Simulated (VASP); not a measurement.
A VASP calculation is set up with these files.

File KPOINTS:
```
Automatic mesh
0
Gamma
3 5 4
0 0 0
```

**INCAR**
```
ALGO  =  Normal
EDIFF  =  1E-6
ENCUT  =  300
GGA  =  PS
ISIF  =  2
ISMEAR  =  0
LASPH  =  .True.
LCHARG  =  .False.
LMAXMIX  =  6
LREAL  =  .False.
LWAVE  =  .False.
NELM  =  100
PREC  =  Accurate
SIGMA  =  0.1
SYSTEM  =  HfSi
```

### POSCAR
```
HfSi
1
    6.8624000000     0.0000000000     0.0000000000
    0.0000000000     3.7682300000     0.0000000000
    0.0000000000     0.0000000000     5.2234500000
Hf Si
4 4
Direct
  0.6751400000   0.2500000000   0.3743900000
  0.3248600000   0.7500000000   0.6256100000
  0.8248600000   0.7500000000   0.8743900000
  0.1751400000   0.2500000000   0.1256100000
  0.5431200000   0.2500000000   0.8608700000
  0.4568800000   0.7500000000   0.1391300000
  0.9568800000   0.7500000000   0.3608700000
  0.0431200000   0.2500000000   0.6391300000
```

POTCAR, in this order: Hf_pv Si (PBE.64 set). Program: vasp_std.

Q: Translate this PBEsol calculation to Ansatz.

A: One equivalent input (not run):
Ansatz 0.2 input:
```yaml
crystal:
  lattice:
    - [6.8624000, 0.0000000, 0.0000000]
    - [0.0000000, 3.7682300, 0.0000000]
    - [0.0000000, 0.0000000, 5.2234500]
  atoms:
    - { symbol: Hf, position: [0.6751400, 0.2500000, 0.3743900] }
    - { symbol: Hf, position: [0.3248600, 0.7500000, 0.6256100] }
    - { symbol: Hf, position: [0.8248600, 0.7500000, 0.8743900] }
    - { symbol: Hf, position: [0.1751400, 0.2500000, 0.1256100] }
    - { symbol: Si, position: [0.5431200, 0.2500000, 0.8608700] }
    - { symbol: Si, position: [0.4568800, 0.7500000, 0.1391300] }
    - { symbol: Si, position: [0.9568800, 0.7500000, 0.3608700] }
    - { symbol: Si, position: [0.0431200, 0.2500000, 0.6391300] }
kpoints:
  mp_grid: { grid: [3, 5, 4] }
hamiltonian:
  xc: pbesol
  pseudopotentials: { kind: paw }
scf:
  occupations: { method: gaussian, width: 0.1 }
  max_iter: 100
output: { forces: true, stress: true, eigenvalues: true }
```
The two are equivalent in intent, not identical: each code has its own PAW files, so the cut-off isn't converted (ENCUT is set for VASP's; basis.ecutwfc is left out, and Ansatz then takes the one that its files recommend); Ansatz stops its SCF on the density residual and VASP on the energy change (EDIFF).

The structure comes from a computed database's HfSi entry (Pnma); how it stands against other phases isn't given here. The cell was not relaxed at this level. The k-mesh is coarse (spacing up to 0.33 per Å, 2π included), so the numbers may not be converged in it. The run is one of a series of settings (GGA = PS, POTCAR Hf_pv Si (PBE.64 set) against the base run), some of them coarse on purpose.
